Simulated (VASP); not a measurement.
# LiAl20: relaxation of the atoms with PBE+D3(BJ)

LiAl20, a slab with vacuum:

```xyz
21
Lattice="5.7276 0.0000 0.0000 0.0000 5.7276 0.0000 0.0000 0.0000 20.1000" Properties=species:S:1:pos:R:3 pbc="T T T"
Al    0.0000    0.0000    1.0000
Al    2.8638    0.0000    1.0000
Al    0.0000    2.8638    1.0000
Al    2.8638    2.8638    1.0000
Al    1.4319    1.4319    3.0250
Al    4.2957    1.4319    3.0250
Al    1.4319    4.2957    3.0250
Al    4.2957    4.2957    3.0250
Al    0.0000    0.0000    5.0500
Al    2.8638    0.0000    5.0500
Al    0.0000    2.8638    5.0500
Al    2.8638    2.8638    5.0500
Al    1.4319    1.4319    7.0750
Al    4.2957    1.4319    7.0750
Al    1.4319    4.2957    7.0750
Al    4.2957    4.2957    7.0750
Al    0.0000    0.0000    9.1000
Al    2.8638    0.0000    9.1000
Al    0.0000    2.8638    9.1000
Al    2.8638    2.8638    9.1000
Li    1.3737    1.3577   10.7700
```

The cell was built by a generator and needn't be a form met in nature.

```
Program                   : VASP 6.6.1
Task                      : relaxation of the atoms
Functional                : PBE
Dispersion                : D3(BJ)
Potentials or basis       : VASP PAW PBE potentials, release 64 (Al, Li_sv)
Cutoff                    : 520 eV
k mesh                    : 3 × 3 × 1
Occupations               : fermi-dirac, width 0.15 eV
Spin                      : no spin polarisation
Dipole correction         : no
Atoms held fixed (from 0) : [0, 1, 2, 3]
Further INCAR settings    : LREAL = Auto; ALGO = Fast; EDIFF = 1e-07; IBRION = 2; EDIFFG = -0.08; NSW = 45
```

| Item | Value |
| --- | --- |
| Energy gained by relaxing | 3.6 meV/atom |
| Ionic steps | 7 |
| Band gap on the k mesh | none (metal or under the smearing width) |
| Dispersion energy per atom | -0.257 eV |

Step by step:
```
step  energy change (eV)  largest force (eV/Å)  pressure (GPa)
   1              0.0000                0.5255           -1.95
   2             -0.0331                0.3733           -1.94
   3             -0.0577                0.1574           -1.90
   4             -0.0580                0.1757           -1.89
   5             -0.0639                0.1261           -1.89
   6             -0.0712                0.1289           -1.86
   7             -0.0747                0.1225           -1.84
```

Final structure:
```
Al Li
1.0
     5.72757    0.00000    0.00000
     0.00000    5.72757    0.00000
     0.00000    0.00000   20.10000
Al Li
20 1
Cartesian
  0.0000 0.0000 1.0000
  2.8638 0.0000 1.0000
  0.0000 2.8638 1.0000
  2.8638 2.8638 1.0000
  1.4324 1.4326 3.0226
  4.2958 1.4314 3.0236
  1.4315 4.2958 3.0236
  4.2959 4.2959 3.0206
  5.7252 5.7254 5.0450
  2.8666 5.7266 5.0435
  5.7267 2.8665 5.0432
  2.8650 2.8652 5.0415
  1.4302 1.4297 7.0573
  4.2915 1.4338 7.0515
  1.4334 4.2904 7.0515
  4.2905 4.2892 7.0397
  5.7110 5.7093 9.0230
  2.8663 5.7107 9.0338
  5.7127 2.8646 9.0367
  2.8656 2.8639 9.0473
  1.4095 1.4034 10.8850
```

Levels at points of the mesh, in eV from the Fermi level:
```csv
k point,band 29,band 30,band 31,band 32,band 33,band 34,band 35,band 36
"(0.00, 0.00, 0.00)",-1.23,-0.55,-0.39,-0.39,-0.12,-0.12,-0.11,0.63
```

Wall time 25 min on 1 thread of Intel(R) Xeon(R) 6975P-C (Granite Rapids) (shared host), peak memory 0.81 GiB.

Caveat: the k mesh is coarse (spacing up to 0.37 Å⁻¹), so the values aren't converged; the cutoff is under 1.25 times the usual one of these potentials, so pressure, stress and relaxed cells hold a basis-set (Pulay) error; the relaxation stopped at a loose force limit of 0.08 eV/Å, so its end isn't a converged minimum.
